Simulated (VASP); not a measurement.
Method: PBE GGA, VASP's PBE PAW potentials (set 64) (plane waves; VASP).

VASP ran on this input.

### KPOINTS
```
Automatic mesh
0
Gamma
7 7 4
0 0 0
```

File POSCAR:
```
GaN
1
    1.6095764801    -2.7878682031     0.0000000000
    1.6095764801     2.7878682031     0.0000000000
    0.0000000000     0.0000000000     5.2396186207
Ga N
2 2
Direct
  0.6666670000   0.3333330000   0.5000411912
  0.3333330000   0.6666670000   0.0000411912
  0.6666670000   0.3333330000   0.8769588088
  0.3333330000   0.6666670000   0.3769588088
```

### INCAR
```
ALGO  =  Normal
EDIFF  =  1E-6
ENCUT  =  520
GGA  =  PE
ISMEAR  =  0
LASPH  =  .TRUE.
LCHARG  =  .TRUE.
LMAXMIX  =  4
LREAL  =  .FALSE.
LWAVE  =  .FALSE.
NELM  =  100
PREC  =  Accurate
SIGMA  =  0.05
SYSTEM  =  GaN
```

POTCAR, in this order: Ga_d N (PBE.64 set). Program: vasp_std.

Task: Estimate the energy per atom (σ→0).

Result: 
- energy per atom (σ→0) = -6082 meV/atom

OSZICAR:
```
...
DAV:   8    -0.243480333581E+02    0.11379E-03   -0.28770E-01  1706   0.808E+00    0.874E-01
DAV:   9    -0.243252681894E+02    0.22765E-01   -0.11586E-01  1888   0.568E+00    0.354E-01
DAV:  10    -0.243262542522E+02   -0.98606E-03   -0.59259E-03  1230   0.828E-01    0.156E-01
DAV:  11    -0.243261970190E+02    0.57233E-04   -0.15375E-03  1606   0.715E-01    0.310E-02
DAV:  12    -0.243262118196E+02   -0.14801E-04   -0.19175E-04  1184   0.102E-01    0.155E-02
DAV:  13    -0.243262114510E+02    0.36863E-06   -0.37477E-05  1462   0.139E-01    0.881E-03
DAV:  14    -0.243262118897E+02   -0.43872E-06   -0.44967E-06  1262   0.372E-02
   1 F= -.24326212E+02 E0= -.24326212E+02  d E =-.121977E-15
```

The compound is GaN in the wurtzite structure. It was relaxed first.
